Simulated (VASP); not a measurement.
Level of theory: PBEsol GGA, VASP's PBE PAW potentials (set 64) (plane waves; VASP 6.6.1).

Gaps are without spin-orbit coupling.

Question: Order these relaxed crystals by band gap, smallest first: MgCdTe2, R3m (160); ZnCdSe2, P-4m2 (115); CsSnBr3, Pm-3m (221); TlBr, Pm-3m (221).

Answer: CsSnBr3, Pm-3m (221) (0.27 eV), ZnCdSe2, P-4m2 (115) (0.73 eV), MgCdTe2, R3m (160) (1.28 eV), TlBr, Pm-3m (221) (1.58 eV)
